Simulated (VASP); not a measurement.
Method: LDA (Ceperley-Alder, Perdew-Zunger), VASP's LDA PAW potentials (set 64) (plane waves; VASP 6.6.1).

Input for VASP

**POSCAR**
```
NiSi2
1
    0.0000000000     2.6788230475     2.6788230475
    2.6788230475    -0.0000000000     2.6788230475
    2.6788230475     2.6788230475     0.0000000000
Si Ni
2 1
Direct
  0.2500000000   0.2500000000   0.2500000000
  0.7500000000   0.7500000000   0.7500000000
  0.0000000000   0.0000000000   0.0000000000
```

KPOINTS:
```
K-points
0
gamma
  11 11 11
0 0 0
```

INCAR:
```
LREAL  =  .False.
PREC  =  Accurate
ISIF  =  2
LEFG  =  .True.
LORBIT  =  11
ENCUT  =  400
LWAVE  =  .False.
SYSTEM  =  NiSi2
EDIFF  =  1E-7   # SCF stop (eV)
ALGO  =  Normal   # blocked Davidson
LASPH  =  .True.   # aspherical one-centre terms
LMAXMIX  =  4   # l cut-off of mixed one-centre charges
NEDOS  =  601
ISMEAR  =  -5
LCHARG  =  .True.
NELM  =  100
```

POTCAR, in this order: Si Ni (LDA.64 set). Program: vasp_std.

The run wrote:

### OUTCAR
```
 ion  position               nearest neighbor table
   1  0.250  0.250  0.250-   3 2.32   3 2.32   3 2.32   3 2.32   2 2.68   2 2.68   2 2.68   2 2.68
                             2 2.68   2 2.68
   2  0.750  0.750  0.750-   3 2.32   3 2.32   3 2.32   3 2.32   1 2.68   1 2.68   1 2.68   1 2.68
                             1 2.68   1 2.68
   3  0.000  0.000  0.000-   2 2.32   2 2.32   2 2.32   1 2.32   2 2.32   1 2.32   1 2.32   1 2.32
  LATTYP: Found a face centered cubic cell.
 ALAT       =     5.3576460950
 Subroutine PRICEL returns:
 Original cell was already a primitive cell.
 Subroutine GETGRP returns: Found 48 space group operations
The static configuration has the point symmetry O_h .
The dynamic configuration has the point symmetry O_h .
 Subroutine INISYM returns: Found 48 space group operations
 Subroutine IBZKPT returns following result:
 Found     56 irreducible k-points:

 Following reciprocal coordinates:
            Coordinates               Weight
  0.000000  0.000000  0.000000      1.000000
  0.090909  0.000000  0.000000      8.000000
  0.181818  0.000000  0.000000      8.000000
  0.272727  0.000000  0.000000      8.000000
  0.363636  0.000000  0.000000      8.000000
  0.454545  0.000000  0.000000      8.000000
...
```

File OSZICAR:
```
       N       E                     dE             d eps       ncg     rms          rms(c)
DAV:   1     0.624982455413E+02    0.62498E+02   -0.68056E+03  1472   0.116E+03
DAV:   2    -0.178884667304E+02   -0.80387E+02   -0.75791E+02  1491   0.234E+02
DAV:   3    -0.218795901063E+02   -0.39911E+01   -0.39032E+01  1891   0.577E+01
DAV:   4    -0.219646979173E+02   -0.85108E-01   -0.84540E-01  1727   0.817E+00
DAV:   5    -0.219669243033E+02   -0.22264E-02   -0.22138E-02  1939   0.138E+00    0.165E+01
DAV:   6    -0.259535052164E+02   -0.39866E+01   -0.50336E+01  1610   0.180E+02    0.234E+01
DAV:   7    -0.199936819006E+02    0.59598E+01   -0.15017E+01  1746   0.114E+02    0.379E+00
DAV:   8    -0.199600275555E+02    0.33654E-01   -0.20516E+00  2174   0.235E+01    0.279E+00
DAV:   9    -0.199020143158E+02    0.58013E-01   -0.30221E-01  1785   0.119E+01    0.576E-01
DAV:  10    -0.199001397196E+02    0.18746E-02   -0.12022E-02  1982   0.223E+00    0.251E-01
DAV:  11    -0.198999829106E+02    0.15681E-03   -0.77037E-04  1872   0.227E-01    0.528E-02
DAV:  12    -0.199000425872E+02   -0.59677E-04   -0.59815E-05  2186   0.157E-01    0.246E-02
DAV:  13    -0.199000114966E+02    0.31091E-04   -0.16009E-05  2062   0.104E-01    0.751E-03
DAV:  14    -0.199000038391E+02    0.76575E-05   -0.31843E-06  2339   0.309E-02    0.281E-03
DAV:  15    -0.199000060780E+02   -0.22389E-05   -0.35740E-07  1445   0.127E-02    0.463E-04
DAV:  16    -0.199000062988E+02   -0.22077E-06   -0.38337E-08   978   0.173E-03    0.360E-04
DAV:  17    -0.199000064950E+02   -0.19624E-06   -0.65765E-09   933   0.982E-04    0.221E-04
DAV:  18    -0.199000064982E+02   -0.31200E-08   -0.29451E-09   863   0.455E-04
   1 F= -.19900006E+02 E0= -.19900006E+02  d E =0.000000E+00
```

### OUTCAR
```
------------------------ aborting loop because EDIFF is reached ----------------------------------------
  FORCE on cell =-STRESS in cart. coord.  units (eV):
  Direction    XX          YY          ZZ          XY          YZ          ZX
  --------------------------------------------------------------------------------------
  Total       -0.2213269     -0.2213269     -0.2213269      0.0000000      0.0000000     -0.0000000
  in kB       -9.2232246     -9.2232246     -9.2232246      0.0000000      0.0000000     -0.0000000
  external PRESSURE =      -9.2232246 kB  Pullay stress =       0.0000000 kB
  volume of cell :       38.45
      direct lattice vectors                 reciprocal lattice vectors
     0.000000000  2.678823047  2.678823047    -0.186649133  0.186649133  0.186649133
     2.678823047  0.000000000  2.678823047     0.186649133 -0.186649133  0.186649133
     2.678823047  2.678823047  0.000000000     0.186649133  0.186649133 -0.186649133
 POSITION                                       TOTAL-FORCE (eV/Angst)
 -----------------------------------------------------------------------------------
      1.33941      1.33941      1.33941        -0.000000      0.000000      0.000000
      4.01823      4.01823      4.01823         0.000000     -0.000000     -0.000000
      0.00000      0.00000      0.00000        -0.000000      0.000000     -0.000000
 -----------------------------------------------------------------------------------
    total drift:                               -0.000000     -0.000000      0.000000
  FREE ENERGIE OF THE ION-ELECTRON SYSTEM (eV)
  ---------------------------------------------------
  free  energy   TOTEN  =       -19.9000064982 eV

  energy  without entropy=      -19.9000064982  energy(sigma->0) =      -19.90000650

 total charge

# of ion       s       p       d       tot
------------------------------------------
    1        0.743   0.869   0.000   1.612
    2        0.743   0.869   0.000   1.612
    3        0.578   0.843   8.481   9.902
--------------------------------------------------
tot          2.064   2.582   8.481  13.127

 Electric field gradients after diagonalization (V/A^2)
 (convention: |V_zz| > |V_xx| > |V_yy|)
----------------------------------------------------------------------
 ion       V_xx      V_yy      V_zz     asymmetry (V_yy - V_xx)/ V_zz
----------------------------------------------------------------------
   1       0.000     0.000    -0.000       0.000
   2       0.000     0.000    -0.000       0.000
   3      -0.003    -0.003     0.006       0.000
```
(Selected blocks of OUTCAR.)

For a metal the tetrahedron method with Blöchl corrections gives inexact stress and forces.

The compound is NiSi2 in the fluorite structure. It was relaxed first. The run is not spin-polarised, so no magnetic state was tried.
